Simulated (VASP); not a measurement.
Input for VASP

### POSCAR
```
BaTiO3
1
    3.9953162730     0.0000000000     0.0000000000
    0.0000000000     3.9953162730    -0.0000000000
    0.0000000000    -0.0000000000     4.2227031936
Ba Ti O
1 1 3
Direct
  0.0000000000   1.0000000000   0.0108071665
  0.5000000000   0.5000000000   0.5297848881
  0.5000000000   0.5000000000   0.9594931348
  0.0000000000   0.5000000000   0.4819574053
  0.5000000000   0.0000000000   0.4819574053
```

INCAR:
```
ALGO = Normal
EDIFF = 1E-6
EDIFFG = -0.02
ENCUT = 620
GGA = PE
IBRION = 2
ISIF = 3
ISMEAR = 0
LASPH = .True.
LCHARG = .False.
LMAXMIX = 4
LREAL = .False.
LWAVE = .False.
NELM = 100
NSW = 40
PREC = Accurate
SIGMA = 0.05
SYSTEM = BaTiO3
```

KPOINTS:
```
Automatic mesh
0
Gamma
6 6 5
0 0 0
```

POTCAR, in this order: Ba_sv Ti_sv O (PBE.64 set). Program: vasp_std.

Question: Translate this PBE calculation to Quantum ESPRESSO's pw.x.

Answer: One equivalent input (not run):
```
&CONTROL
  calculation = 'vc-relax'
  pseudo_dir = './pseudo'
  outdir = './out'
  tprnfor = .true.
  tstress = .true.
  nstep = 40
  forc_conv_thr = 0.00078
/
&SYSTEM
  ibrav = 0
  nat = 5
  ntyp = 3
  ecutwfc = 84
  occupations = 'smearing'
  smearing = 'gaussian'
  degauss = 0.003675
  input_dft = 'pbe'
/
&ELECTRONS
  conv_thr = 7.3e-08
  electron_maxstep = 100
/
&IONS
/
&CELL
/
ATOMIC_SPECIES
  Ba 137.327 Ba.upf
  Ti 47.867 Ti.upf
  O 15.999 O.upf
CELL_PARAMETERS angstrom
     3.9953163    0.0000000    0.0000000
     0.0000000    3.9953163   -0.0000000
     0.0000000   -0.0000000    4.2227032
ATOMIC_POSITIONS crystal
  Ba   0.0000000  1.0000000  0.0108072
  Ti   0.5000000  0.5000000  0.5297849
  O    0.5000000  0.5000000  0.9594931
  O    0.0000000  0.5000000  0.4819574
  O    0.5000000  0.0000000  0.4819574
K_POINTS automatic
  6 6 5 0 0 0
```
The two are equivalent in intent, not identical: the potentials are each code's own (VASP's PAW set, PseudoDojo norm-conserving files in pw.x), so ENCUT and ecutwfc are chosen apart and not converted; conv_thr bounds pw.x's estimated SCF error, while EDIFF bounds the energy change between steps; forc_conv_thr acts on force components and is met together with etot_conv_thr.

The compound is BaTiO3 in the tetragonal perovskite structure. It was relaxed first.
